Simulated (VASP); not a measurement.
Mg:

```
CELL_PARAMETERS angstrom
3.17202 0.00000 0.00000
-1.58601 2.74705 0.00000
0.00000 0.00000 5.14120
ATOMIC_POSITIONS crystal
Mg 0.33333 0.66667 0.25000
Mg 0.66667 0.33333 0.75000
```

- Program: VASP 6.6.1
- Task: relaxation of cell and atoms
- Functional: PBE
- Dispersion: D3(BJ)
- Potentials or basis: VASP PAW PBE potentials, release 64 (Mg)
- Cutoff: 600 eV
- k mesh: 15 × 15 × 8
- Occupations: gaussian, width 0.1 eV
- Spin: no spin polarisation

At the start: pressure -1.3 GPa; volume 22.40 Å³/atom.

Task: Where does the relaxation end?

Result: Over 6 steps the energy falls by 3.6 meV/atom and the volume is 21.63 Å³/atom (-3.5 %); space group P6_3/mmc (No. 194, to 0.05 Å).

The path:
| step | energy change (eV) | largest force (eV/Å) | pressure (GPa) | volume (Å³) |
| --- | --- | --- | --- | --- |
| 1 | 0.0000 | 0.0000 | -1.31 | 44.80 |
| 2 | -0.0066 | 0.0000 | -0.32 | 43.62 |
| 3 | -0.0070 | 0.0000 | 0.03 | 43.24 |
| 4 | -0.0070 | 0.0000 | 0.06 | 43.21 |
| 5 | -0.0071 | 0.0000 | 0.04 | 43.23 |
| 6 | -0.0072 | 0.0000 | 0.02 | 43.25 |

Final structure:
```cif
data_structure
_symmetry_space_group_name_H-M 'P 1'
_symmetry_Int_Tables_number 1
_cell_length_a 3.1474
_cell_length_b 3.1474
_cell_length_c 5.0416
_cell_angle_alpha 90.000
_cell_angle_beta 90.000
_cell_angle_gamma 120.000
_cell_volume 43.25
loop_
_atom_site_label
_atom_site_type_symbol
_atom_site_fract_x
_atom_site_fract_y
_atom_site_fract_z
_atom_site_occupancy
Mg1 Mg 0.33333 0.66667 0.25000 1
Mg2 Mg 0.66667 0.33333 0.75000 1
```

Caveat: pairwise dispersion overbinds metals, which lowers pressure and volume.
